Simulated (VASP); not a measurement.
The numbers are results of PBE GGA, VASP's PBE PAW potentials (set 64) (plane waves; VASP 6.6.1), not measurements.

VASP ran on this input.

**INCAR**
```
SYSTEM = Na
ENCUT = 300   ! plane-wave cut-off (eV)
LREAL = .FALSE.   ! projection in real space or not
LASPH = .TRUE.   ! aspherical one-centre terms
PREC = Accurate
GGA = PE
LCHARG = .FALSE.
EDIFF = 1E-6   ! SCF stop (eV)
LWAVE = .FALSE.
ALGO = Normal
SIGMA = 0.2   ! width (eV)
NELM = 100
ISMEAR = 1   ! Methfessel-Paxton
ISIF = 2   ! forces and stress, cell fixed
```

File KPOINTS:
```
Automatic mesh
0
Gamma
9 9 9
0 0 0
```

POSCAR:
```
Na
1
   -2.1481860000     2.1481860000     2.1481860000
    2.1481860000    -2.1481860000     2.1481860000
    2.1481860000     2.1481860000    -2.1481860000
Na
1
Direct
  0.0000000000   0.0000000000   0.0000000000
```

POTCAR, in this order: Na_pv (PBE.64 set). Program: vasp_std.

What VASP printed:

**OUTCAR**
```
 ion  position               nearest neighbor table
   1  0.000  0.000  0.000-
  LATTYP: Found a body centered cubic cell.
 ALAT       =     4.2963720000
 Subroutine PRICEL returns:
 Original cell was already a primitive cell.
 Subroutine GETGRP returns: Found 48 space group operations
The static configuration has the point symmetry O_h .
The dynamic configuration has the point symmetry O_h .
 Subroutine INISYM returns: Found 48 space group operations
 Subroutine IBZKPT returns following result:
 Found     35 irreducible k-points:

 Following reciprocal coordinates:
            Coordinates               Weight
  0.000000  0.000000  0.000000      1.000000
  0.111111  0.000000  0.000000     12.000000
  0.222222  0.000000  0.000000     12.000000
  0.333333  0.000000  0.000000     12.000000
  0.444444  0.000000  0.000000     12.000000
  0.111111  0.111111  0.000000     24.000000
  0.222222  0.111111  0.000000     48.000000
  0.333333  0.111111  0.000000     48.000000
  0.444444  0.111111 -0.000000     24.000000
  0.222222  0.222222  0.000000     24.000000
  0.333333  0.222222 -0.000000     48.000000
  0.333333  0.333333  0.000000      8.000000
  0.111111  0.111111  0.111111      8.000000
  0.222222  0.111111  0.111111     24.000000
  0.333333  0.111111  0.111111     24.000000
 -0.111111  0.111111  0.111111      6.000000
  0.222222  0.222222  0.111111     24.000000
  0.333333  0.222222  0.111111     24.000000
 -0.222222  0.222222  0.111111     24.000000
 -0.333333  0.333333  0.111111     24.000000
 -0.222222  0.333333  0.111111     24.000000
 -0.444444  0.444444  0.111111     24.000000
 -0.333333  0.444444  0.111111     48.000000
 -0.444444 -0.444444  0.111111     24.000000
 -0.333333 -0.444444  0.111111     24.000000
  0.222222  0.222222  0.222222      8.000000
 -0.222222  0.222222  0.222222      6.000000
 -0.333333  0.333333  0.222222     24.000000
 -0.444444  0.444444  0.222222     24.000000
 -0.333333  0.444444  0.222222     24.000000
 -0.444444 -0.444444  0.222222     24.000000
 -0.333333  0.333333  0.333333      6.000000
 -0.444444  0.444444  0.333333     24.000000
 -0.444444 -0.444444  0.333333      8.000000
 -0.444444  0.444444  0.444444      6.000000
   k-points           NKPTS =     35   k-points in BZ     NKDIM =     35   number of bands    NBANDS=      7
   number of dos      NEDOS =    301   number of ions     NIONS =      1
   total plane-waves  NPLWV =  13824
   dimension x,y,z NGX =    24 NGY =   24 NGZ =   24
   dimension x,y,z NGXF=    48 NGYF=   48 NGZF=   48
   ions per type =               1
   PREC   = accura    normal or accurate (medium, high low for compatibility)
   ISTART =      0    job   : 0-new  1-cont  2-samecut
   ICHARG =      2    charge: 1-file 2-atom 10-const
   ISPIN  =      1    spin polarized calculation?
   LNONCOLLINEAR =      F non collinear calculations
   LSORBIT =      F    spin-orbit coupling
   INIWAV =      1    electr: 0-lowe 1-rand  2-diag
   ENCUT  =  300.0 eV  22.05 Ry    4.70 a.u.   5.25  5.25  5.25*2*pi/ulx,y,z
   NELM   =    100;   NELMIN=  2; NELMDL= -5     # of ELM steps
   EDIFF  = 0.1E-05   stopping-criterion for ELM
   LREAL  =      F    real-space projection
   NLSPLINE    = F    spline interpolate recip. space projectors
   LMAXMIX     =    2 max onsite mixed and CHGCAR
   VOSKOWN=      0    Vosko Wilk Nusair interpolation
   EDIFFG = 0.1E-04   stopping-criterion for IOM
   NSW    =      0    number of steps for IOM
   NBLOCK =      1;   KBLOCK =      1    inner block; outer block
   IBRION =     -1    ionic relax: 0-MD 1-quasi-New 2-CG
   NFREE  =      0    steps in history (QN), initial steepest desc. (CG)
...
```

**OSZICAR**
```
       N       E                     dE             d eps       ncg     rms          rms(c)
DAV:   1     0.130969930102E+02    0.13097E+02   -0.31858E+03   525   0.559E+02
DAV:   2    -0.104051600587E+01   -0.14138E+02   -0.14135E+02   511   0.120E+02
DAV:   3    -0.130988092772E+01   -0.26936E+00   -0.26936E+00   623   0.219E+01
DAV:   4    -0.131261156264E+01   -0.27306E-02   -0.27306E-02   637   0.186E+00
DAV:   5    -0.131264295723E+01   -0.31395E-04   -0.31395E-04   602   0.158E-01    0.215E-01
DAV:   6    -0.131252559544E+01    0.11736E-03   -0.46297E-04   609   0.329E-01    0.144E-01
DAV:   7    -0.131245833705E+01    0.67258E-04   -0.10351E-03   525   0.398E-01    0.121E-02
DAV:   8    -0.131245355776E+01    0.47793E-05   -0.31437E-05   651   0.120E-01    0.406E-03
DAV:   9    -0.131245377563E+01   -0.21787E-06   -0.82063E-07   308   0.175E-02
   1 F= -.13124538E+01 E0= -.13124834E+01  d E =0.887413E-04
```

OUTCAR:
```
------------------------ aborting loop because EDIFF is reached ----------------------------------------
  FORCE on cell =-STRESS in cart. coord.  units (eV):
  Direction    XX          YY          ZZ          XY          YZ          ZX
  --------------------------------------------------------------------------------------
  Total       -0.1430941     -0.1430941     -0.1430941      0.0000000      0.0000000     -0.0000000
  in kB       -5.7817143     -5.7817143     -5.7817143      0.0000000      0.0000000     -0.0000000
  external PRESSURE =      -5.7817143 kB  Pullay stress =       0.0000000 kB
  volume of cell :       39.65
      direct lattice vectors                 reciprocal lattice vectors
    -2.148186000  2.148186000  2.148186000     0.000000000  0.232754519  0.232754519
     2.148186000 -2.148186000  2.148186000     0.232754519  0.000000000  0.232754519
     2.148186000  2.148186000 -2.148186000     0.232754519  0.232754519  0.000000000
 POSITION                                       TOTAL-FORCE (eV/Angst)
 -----------------------------------------------------------------------------------
      0.00000      0.00000      0.00000         0.000000      0.000000      0.000000
 -----------------------------------------------------------------------------------
    total drift:                               -0.000000      0.000000      0.000000
  FREE ENERGIE OF THE ION-ELECTRON SYSTEM (eV)
  ---------------------------------------------------
  free  energy   TOTEN  =        -1.3124537756 eV

  energy  without entropy=       -1.3125425170  energy(sigma->0) =       -1.31248336
```
(Selected blocks of OUTCAR.)

At this cut-off the stress carries a Pulay error, which pulls relaxed volumes low.

The structure comes from a computed database's Na entry; how it stands against other phases isn't given here. The cell was not relaxed at this level, and its volume differs by +4.6 % from the start's.
